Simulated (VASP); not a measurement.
```
YN
1.0
    0.00000     2.42776     2.42776
    2.42776     0.00000     2.42776
    2.42776     2.42776     0.00000
Y N
1 1
Direct
  0.00000   0.00000   0.00000
  0.50000   0.50000   0.50000
```

All values below come from PBEsol GGA, VASP's PBE PAW potentials (set 64) (plane waves; VASP). Run with 600 eV cut-off, 10×10×10 Γ-centred mesh, Gaussian smearing of 0.050 eV, potentials Y_sv N.

Each row applies one change to this cell, which was relaxed at other settings and keeps the small stress of the first row; at a fixed cut-off the stress holds a Pulay part, so it need not integrate to ΔE exactly. Stress is in GPa, positive when the cell is compressed; gaps are those on the k-mesh, and 0.00 means metallic.

| change | ΔE (meV/atom) | σxx | σyy | σzz | largest shear component, with its sign (GPa) | largest force (eV/Å) | gap (eV) |
|---|---|---|---|---|---|---|---|
| none | 0.0 | -0.14 | -0.14 | -0.14 | 0.00 | 0.000 | 0.07 |
| atom 2 (N) moved by 0.100 Å along y | 4.8 | -0.56 | 1.74 | -0.56 | 0.00 | 0.243 | 0.14 |
| biaxial strain of -1.5 % in the xz plane | 9.2 | 6.95 | 2.41 | 6.95 | 0.00 | 0.000 | 0.00 |
| shear strain γ_xz = -1.0 % | 0.6 | -0.14 | -0.15 | -0.14 | 1.26 | 0.000 | 0.05 |
| biaxial strain of -1.0 % in the xy plane | [?] | [?] | [?] | [?] | [?] | [?] | [?] |
| biaxial strain of +3.0 % in the xy plane | 30.8 | -10.76 | -10.76 | -4.81 | 0.00 | 0.000 | 0.04 |
| atom 2 (N) moved by -0.050 Å along y | 0.9 | -0.27 | 0.32 | -0.27 | 0.00 | 0.082 | 0.09 |
| atom 2 (N) moved by -0.150 Å along y | [?] | [?] | [?] | [?] | [?] | [?] | [?] |
| uniaxial strain of -1.5 % along z | 3.7 | 1.13 | 1.13 | 5.55 | 0.00 | 0.000 | 0.00 |

Problem. Complete the blanks.

Solution. 
- biaxial strain of -1.0 % in the xy plane, ΔE (meV/atom): 4.1
- biaxial strain of -1.0 % in the xy plane, σxx: 4.44
- biaxial strain of -1.0 % in the xy plane, σyy: 4.44
- biaxial strain of -1.0 % in the xy plane, σzz: 1.54
- biaxial strain of -1.0 % in the xy plane, largest shear component, with its sign (GPa): 0.00
- biaxial strain of -1.0 % in the xy plane, largest force (eV/Å): 0.000
- biaxial strain of -1.0 % in the xy plane, gap (eV): 0.00
- atom 2 (N) moved by -0.150 Å along y, ΔE (meV/atom): 13.7
- atom 2 (N) moved by -0.150 Å along y, σxx: -0.90
- atom 2 (N) moved by -0.150 Å along y, σyy: 4.14
- atom 2 (N) moved by -0.150 Å along y, σzz: -0.90
- atom 2 (N) moved by -0.150 Å along y, largest shear component, with its sign (GPa): 0.00
- atom 2 (N) moved by -0.150 Å along y, largest force (eV/Å): 0.483
- atom 2 (N) moved by -0.150 Å along y, gap (eV): 0.23

Failed runs are left out, and for metals the shear rows, which the mesh's noise covers.

The compound is YN in the rock salt structure.
